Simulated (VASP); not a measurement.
Method: revTPSS meta-GGA, VASP's PBE PAW potentials (set 64) (plane waves; VASP).

VASP input:

KPOINTS:
```
Automatic mesh
0
Gamma
5 5 5
0 0 0
```

**INCAR**
```
! general
SYSTEM   =  BaTiO3
PREC     =  Accurate
ENCUT    =  520
LREAL    =  .FALSE.
LASPH    =  .TRUE.

! electronic loop
EDIFF    =  1E-6
NELM     =  100
ALGO     =  Normal
LMAXMIX  =  4
LMIXTAU  =  .TRUE.

! smearing
ISMEAR   =  0
SIGMA    =  0.05

! functional
METAGGA  =  RTPSS

! ions
IBRION   =  2
NSW      =  60
ISIF     =  3
EDIFFG   =  -0.02

! output
LWAVE    =  .FALSE.
LCHARG   =  .FALSE.
```

**POSCAR**
```
BaTiO3
1
    4.0156694803     0.0000000000    -0.0000000000
    0.0000000000     4.0156694803    -0.0000000000
    0.0000000000     0.0000000000     4.0156694803
Ba Ti O
1 1 3
Direct
  0.0000000000   0.0000000000   0.0000000000
  0.5000000000   0.5000000000   0.5000000000
  0.5000000000   0.0000000000   0.5000000000
  0.0000000000   0.5000000000   0.5000000000
  0.5000000000   0.5000000000   0.0000000000
```

POTCAR, in this order: Ba_sv Ti_sv O (PBE.64 set). Program: vasp_std.

Q: What will the output report for the number of irreducible k-points (NKPTS), largest plane-wave count, number of space-group operations, FFT grid (NGX, NGY, NGZ)?

A: 
The number of irreducible k-points (NKPTS) comes out as 10. The largest plane-wave count is 1763, the number of space-group operations is 48 and the FFT grid (NGX, NGY, NGZ) is 30 × 30 × 30.

The compound is BaTiO3 in the cubic perovskite structure, the ideal cubic form; the compound distorts at low or room temperature. It was relaxed first. The start is the result of an earlier pass.
